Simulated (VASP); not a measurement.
Level of theory: LDA (Ceperley-Alder, Perdew-Zunger), VASP's LDA PAW potentials (set 64) (plane waves; VASP).

A VASP calculation is set up with these files.

### POSCAR
```
Bi
1.0
  4.1658200000  -2.2750000000   0.0000000000
  4.1658200000   2.2750000000   0.0000000000
  2.9234170000   0.0000000000   3.7394270000
Bi
2
direct
  0.2340000000   0.2340000000   0.2340000000
  0.7660000000   0.7660000000   0.7660000000
```

**INCAR**
```
! general
SYSTEM  = Bi
PREC    = Accurate
ENCUT   = 400
LREAL   = .FALSE.
LASPH   = .TRUE.

! electronic loop
EDIFF   = 1E-6
NELM    = 100
ALGO    = Normal
LMAXMIX = 4

! smearing
ISMEAR  = 1
SIGMA   = 0.1

! ions
IBRION  = 2
NSW     = 60
ISIF    = 3
EDIFFG  = -0.01

! output
LWAVE   = .FALSE.
LCHARG  = .FALSE.
```

KPOINTS:
```
Automatic mesh
0
Gamma
9 9 9
0 0 0
```

POTCAR, in this order: Bi_d (LDA.64 set). Program: vasp_std.

Output of the run:

**OUTCAR**
```
 ion  position               nearest neighbor table
   1  0.234  0.234  0.234-   2 3.07   2 3.07   2 3.07   2 3.53   2 3.53   2 3.53
   2  0.766  0.766  0.766-   1 3.07   1 3.07   1 3.07   1 3.53   1 3.53   1 3.53
  LATTYP: Found a trigonal (rhomboedric) cell.
 ALAT       =     4.7465441399
 COS(alpha) =     0.5405504351
 Subroutine PRICEL returns:
 Original cell was already a primitive cell.
 Subroutine GETGRP returns: Found 12 space group operations
The static configuration has the point symmetry D_3d.
The dynamic configuration has the point symmetry D_3d.
 Subroutine INISYM returns: Found 12 space group operations
 Subroutine IBZKPT returns following result:
 Found     85 irreducible k-points:

 Following reciprocal coordinates:
            Coordinates               Weight
  0.000000  0.000000  0.000000      1.000000
  0.111111 -0.000000  0.000000      6.000000
  0.222222 -0.000000  0.000000      6.000000
  0.333333  0.000000 -0.000000      6.000000
  0.444444 -0.000000  0.000000      6.000000
  0.111111  0.111111 -0.000000      6.000000
  0.222222  0.111111  0.000000     12.000000
  0.333333  0.111111  0.000000     12.000000
...
```

### OSZICAR
```
...
DAV:   8    -0.910966538106E+01    0.50712E-04   -0.14770E-03  3444   0.506E-01    0.187E-02
DAV:   9    -0.910967160409E+01   -0.62230E-05   -0.66415E-05  4805   0.713E-02    0.864E-03
DAV:  10    -0.910967102549E+01    0.57860E-06   -0.28638E-06  2752   0.139E-02
   1 F= -.91096710E+01 E0= -.91097162E+01  d E =-.910967E+01
       N       E                     dE             d eps       ncg     rms          rms(c)
DAV:   1    -0.106094422978E+02   -0.14998E+01   -0.39298E+01  3539   0.950E+01    0.642E+00
DAV:   2    -0.932796402814E+01    0.12815E+01   -0.26644E+00  3500   0.266E+01    0.249E+00
DAV:   3    -0.911839611662E+01    0.20957E+00   -0.93551E-01  4107   0.148E+01    0.246E-01
DAV:   4    -0.911967233009E+01   -0.12762E-02   -0.19148E-02  3244   0.126E+00    0.134E-01
DAV:   5    -0.912100442198E+01   -0.13321E-02   -0.49000E-03  3521   0.574E-01    0.757E-02
DAV:   6    -0.912101758996E+01   -0.13168E-04   -0.27554E-04  3718   0.156E-01    0.114E-02
DAV:   7    -0.912103099306E+01   -0.13403E-04   -0.33974E-05  3619   0.552E-02    0.474E-03
DAV:   8    -0.912103218449E+01   -0.11914E-05   -0.33126E-06  2723   0.124E-02    0.114E-03
DAV:   9    -0.912103208105E+01    0.10344E-06   -0.46446E-07  1663   0.670E-03
   2 F= -.91210321E+01 E0= -.91210617E+01  d E =-.113611E-01
       N       E                     dE             d eps       ncg     rms          rms(c)
DAV:   1    -0.931823113358E+01   -0.19720E+00   -0.55687E+00  3542   0.395E+01    0.225E+00
DAV:   2    -0.915701491360E+01    0.16122E+00   -0.30561E-01  3497   0.920E+00    0.922E-01
DAV:   3    -0.912689307134E+01    0.30122E-01   -0.13975E-01  4094   0.566E+00    0.105E-01
DAV:   4    -0.912693624102E+01   -0.43170E-04   -0.30042E-03  3263   0.592E-01    0.500E-02
DAV:   5    -0.912704066873E+01   -0.10443E-03   -0.81726E-04  4046   0.295E-01    0.372E-02
DAV:   6    -0.912701977389E+01    0.20895E-04   -0.94322E-05  4146   0.151E-01    0.676E-03
DAV:   7    -0.912701971231E+01    0.61575E-07   -0.78623E-06  2702   0.251E-02
   3 F= -.91270197E+01 E0= -.91270552E+01  d E =-.173487E-01
       N       E                     dE             d eps       ncg     rms          rms(c)
DAV:   1    -0.912724835422E+01   -0.22858E-03   -0.66866E-03  3542   0.133E+00    0.792E-02
DAV:   2    -0.912704879195E+01    0.19956E-03   -0.38371E-04  3497   0.323E-01    0.321E-02
DAV:   3    -0.912701288768E+01    0.35904E-04   -0.16550E-04  4086   0.195E-01    0.345E-03
DAV:   4    -0.912701297031E+01   -0.82634E-07   -0.32045E-06  2550   0.193E-02
   4 F= -.91270130E+01 E0= -.91270482E+01  d E =-.173419E-01
       N       E                     dE             d eps       ncg     rms          rms(c)
DAV:   1    -0.913606182688E+01   -0.90489E-02   -0.15402E+00  4409   0.102E+01    0.436E-01
DAV:   2    -0.913185425888E+01    0.42076E-02   -0.31347E-02  4218   0.223E+00    0.191E-01
DAV:   3    -0.913059009879E+01    0.12642E-02   -0.63342E-03  4176   0.119E+00    0.366E-02
DAV:   4    -0.913060463574E+01   -0.14537E-04   -0.38882E-04  3269   0.219E-01    0.164E-02
DAV:   5    -0.913060629682E+01   -0.16611E-05   -0.31460E-05  4588   0.671E-02    0.491E-03
DAV:   6    -0.913060676799E+01   -0.47117E-06   -0.65967E-06  3086   0.330E-02
   5 F= -.91306068E+01 E0= -.91306244E+01  d E =-.359380E-02
       N       E                     dE             d eps       ncg     rms          rms(c)
DAV:   1    -0.916386450064E+01   -0.33258E-01   -0.82771E+00  4300   0.228E+01    0.102E+00
DAV:   2    -0.914154690674E+01    0.22318E-01   -0.18171E-01  4436   0.514E+00    0.454E-01
DAV:   3    -0.913440401109E+01    0.71429E-02   -0.33546E-02  4187   0.276E+00    0.853E-02
DAV:   4    -0.913448153851E+01   -0.77527E-04   -0.20928E-03  3268   0.508E-01    0.386E-02
DAV:   5    -0.913449314299E+01   -0.11604E-04   -0.17711E-04  4557   0.158E-01    0.116E-02
DAV:   6    -0.913449612714E+01   -0.29842E-05   -0.33378E-05  3515   0.731E-02    0.526E-03
DAV:   7    -0.913449567217E+01    0.45497E-06   -0.16124E-06  1738   0.215E-02
   6 F= -.91344957E+01 E0= -.91345000E+01  d E =-.748270E-02
       N       E                     dE             d eps       ncg     rms          rms(c)
DAV:   1    -0.913501885734E+01   -0.52273E-03   -0.12363E-01  4634   0.295E+00    0.126E-01
DAV:   2    -0.913464701400E+01    0.37184E-03   -0.22712E-03  3748   0.637E-01    0.547E-02
DAV:   3    -0.913455005656E+01    0.96957E-04   -0.56475E-04  4187   0.347E-01    0.108E-02
DAV:   4    -0.913455128063E+01   -0.12241E-05   -0.33013E-05  3266   0.643E-02    0.485E-03
DAV:   5    -0.913455129831E+01   -0.17679E-07   -0.19325E-06  2591   0.202E-02
   7 F= -.91345513E+01 E0= -.91345584E+01  d E =-.753833E-02
       N       E                     dE             d eps       ncg     rms          rms(c)
DAV:   1    -0.913465059468E+01   -0.99314E-04   -0.27925E-02  4642   0.140E+00    0.589E-02
DAV:   2    -0.913456913660E+01    0.81458E-04   -0.50653E-04  3753   0.301E-01    0.255E-02
DAV:   3    -0.913454792361E+01    0.21213E-04   -0.12473E-04  4189   0.163E-01    0.511E-03
DAV:   4    -0.913454820516E+01   -0.28155E-06   -0.72119E-06  3245   0.299E-02
   8 F= -.91345482E+01 E0= -.91345568E+01  d E =-.753523E-02
       N       E                     dE             d eps       ncg     rms          rms(c)
DAV:   1    -0.914438572748E+01   -0.98378E-02   -0.35826E-01  3549   0.763E+00    0.502E-01
DAV:   2    -0.913743653232E+01    0.69492E-02   -0.16898E-02  3691   0.224E+00    0.263E-01
DAV:   3    -0.913494268411E+01    0.24938E-02   -0.78158E-03  4214   0.150E+00    0.577E-02
DAV:   4    -0.913496053420E+01   -0.17850E-04   -0.12461E-03  3515   0.475E-01    0.215E-02
DAV:   5    -0.913495027145E+01    0.10263E-04   -0.71723E-05  4779   0.142E-01    0.644E-03
DAV:   6    -0.913495089258E+01   -0.62113E-06   -0.13023E-05  3348   0.608E-02    0.223E-03
DAV:   7    -0.913495084296E+01    0.49622E-07   -0.56395E-07  1645   0.128E-02
   9 F= -.91349508E+01 E0= -.91349513E+01  d E =-.402638E-03
       N       E                     dE             d eps       ncg     rms          rms(c)
DAV:   1    -0.913495694895E+01   -0.60564E-05   -0.23038E-04  3551   0.190E-01    0.129E-02
DAV:   2    -0.913495246179E+01    0.44872E-05   -0.10678E-05  3461   0.581E-02    0.684E-03
DAV:   3    -0.913495078566E+01    0.16761E-05   -0.51745E-06  3142   0.395E-02    0.150E-03
DAV:   4    -0.913495080022E+01   -0.14566E-07   -0.88880E-07  1615   0.135E-02
  10 F= -.91349508E+01 E0= -.91349514E+01  d E =-.402595E-03
       N       E                     dE             d eps       ncg     rms          rms(c)
DAV:   1    -0.914095223863E+01   -0.60015E-02   -0.21976E-01  3542   0.590E+00    0.397E-01
DAV:   2    -0.913650752269E+01    0.44447E-02   -0.11192E-02  3527   0.180E+00    0.204E-01
DAV:   3    -0.913503836287E+01    0.14692E-02   -0.49309E-03  4201   0.117E+00    0.451E-02
DAV:   4    -0.913504390159E+01   -0.55387E-05   -0.74256E-04  3524   0.340E-01    0.161E-02
DAV:   5    -0.913503851483E+01    0.53868E-05   -0.46906E-05  4330   0.112E-01    0.590E-03
DAV:   6    -0.913503866902E+01   -0.15419E-06   -0.86645E-06  3391   0.501E-02
  11 F= -.91350387E+01 E0= -.91350307E+01  d E =-.878688E-04
       N       E                     dE             d eps       ncg     rms          rms(c)
DAV:   1    -0.913570260708E+01   -0.66409E-03   -0.23750E-02  3536   0.195E+00    0.131E-01
DAV:   2    -0.913522005656E+01    0.48255E-03   -0.12085E-03  3548   0.601E-01    0.669E-02
DAV:   3    -0.913506106877E+01    0.15899E-03   -0.53310E-04  4204   0.386E-01    0.148E-02
DAV:   4    -0.913506147174E+01   -0.40297E-06   -0.78558E-05  3524   0.109E-01    0.526E-03
DAV:   5    -0.913506083003E+01    0.64172E-06   -0.49603E-06  3326   0.374E-02
  12 F= -.91350608E+01 E0= -.91350555E+01  d E =-.110030E-03
```

File OUTCAR:
```
------------------------ aborting loop because EDIFF is reached ----------------------------------------
  FORCE on cell =-STRESS in cart. coord.  units (eV):
  Direction    XX          YY          ZZ          XY          YZ          ZX
  --------------------------------------------------------------------------------------
  Total        0.0077125      0.0191108      0.0178526      0.0000000      0.0000000     -0.0037870
  in kB        0.1841203      0.4562336      0.4261961      0.0000000      0.0000000     -0.0904081
  external PRESSURE =       0.3555167 kB  Pullay stress =       0.0000000 kB
  volume of cell :       67.11
      direct lattice vectors                 reciprocal lattice vectors
     4.048004238 -2.247794356 -0.022592164     0.122990438 -0.222440277 -0.094465795
     4.048004238  2.247794356 -0.022592164     0.122990438  0.222440277 -0.094465795
     2.820458555 -0.000000000  3.672116795     0.001513362  0.000000000  0.271160119
 POSITION                                       TOTAL-FORCE (eV/Angst)
 -----------------------------------------------------------------------------------
      2.58939     -0.00000      0.86031        -0.002768      0.000000     -0.000920
      8.32708     -0.00000      2.76662         0.002768     -0.000000      0.000920
 -----------------------------------------------------------------------------------
    total drift:                                0.000000      0.000000     -0.000000
  FREE ENERGIE OF THE ION-ELECTRON SYSTEM (eV)
  ---------------------------------------------------
  free  energy   TOTEN  =        -9.1350608300 eV

  energy  without entropy=       -9.1350448196  energy(sigma->0) =       -9.13505549

 reached required accuracy - stopping structural energy minimisation
```
(Selected blocks of OUTCAR.)

File CONTCAR:
```
Bi
   1.00000000000000
     4.0480042381682715   -2.2477943564935270   -0.0225921641300036
     4.0480042381682715    2.2477943564935270   -0.0225921641300036
     2.8204585548989285   -0.0000000000000000    3.6721167946179163
  Bi
     2
Direct
     0.2372000678437933    0.2372000678437933    0.2372000678435336
     0.7627999321562068    0.7627999321562068    0.7627999321564664
```

Energy and stress use the plane-wave basis of the starting cell.

The compound is Bi in the a7 structure. This run relaxes it. Symmetry was kept, so distortions that lower it aren't found.
